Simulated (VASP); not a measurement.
SiMo3: relaxation of cell and atoms with PBE

The system is SiMo3.

```xyz
8
Lattice="4.9090 0.0000 0.0000 0.0000 4.9090 0.0000 0.0000 0.0000 4.9090" Properties=species:S:1:pos:R:3 pbc="T T T"
Si    0.0000    0.0000    0.0000
Si    2.4545    2.4545    2.4545
Mo    1.2272    0.0000    2.4545
Mo    2.4545    3.6817    0.0000
Mo    3.6817    0.0000    2.4545
Mo    2.4545    1.2272    0.0000
Mo    0.0000    2.4545    3.6817
Mo    0.0000    2.4545    1.2272
```

```json
{
 "Program": "VASP 6.6.1",
 "Task": "relaxation of cell and atoms",
 "Functional": "PBE",
 "Potentials or basis": "VASP PAW PBE potentials, release 64 (Si, Mo_sv)",
 "Cutoff": "600 eV",
 "k mesh": "8 × 8 × 8",
 "Occupations": "methfessel-paxton, width 0.1 eV",
 "Spin": "no spin polarisation",
 "Further INCAR settings": "ALGO = Normal; EDIFF = 1e-07; IBRION = 2; EDIFFG = -0.005; NSW = 90; ISIF = 3"
}
```

```yaml
Pressure_after_relaxing: 0.0 GPa
Band_gap_on_the_k_mesh: none (metal or under the smearing width)
```

Final structure:
```
Si Mo
1.0
     4.90898    0.00000    0.00000
     0.00000    4.90898    0.00000
     0.00000    0.00000    4.90898
Si Mo
2 6
Direct
  0.00000 0.00000 0.00000
  0.50000 0.50000 0.50000
  0.25000 0.00000 0.50000
  0.50000 0.75000 0.00000
  0.75000 0.00000 0.50000
  0.50000 0.25000 0.00000
  0.00000 0.50000 0.75000
  0.00000 0.50000 0.25000
```

Levels at points of the mesh, in eV from the Fermi level:
| k point | band 42 | band 43 | band 44 | band 45 | band 46 | band 47 | band 48 | band 49 | band 50 | band 51 |
| --- | --- | --- | --- | --- | --- | --- | --- | --- | --- | --- |
| (0.00, 0.00, 0.00) | -2.15 | -1.56 | -1.56 | 1.21 | 1.21 | 1.21 | 1.96 | 2.30 | 2.30 | 2.59 |
| (0.50, 0.00, 0.00) | -2.42 | -1.71 | -1.71 | 0.21 | 0.21 | 0.90 | 0.90 | 1.47 | 1.47 | 1.55 |
| (0.50, 0.50, 0.00) | -1.23 | -1.10 | -0.89 | -0.89 | -0.80 | -0.69 | -0.50 | -0.14 | 0.21 | 0.83 |
| (0.50, 0.50, 0.50) | -1.73 | -1.22 | -1.22 | -1.22 | -1.22 | -1.22 | -1.22 | 1.22 | 1.22 | 1.22 |

It took 93 s on 2 MPI ranks on Intel(R) Xeon(R) 6975P-C (Granite Rapids) (shared host), peak memory 0.35 GiB a rank.

Caveat: the relaxation stopped at its first step, so nothing moved.
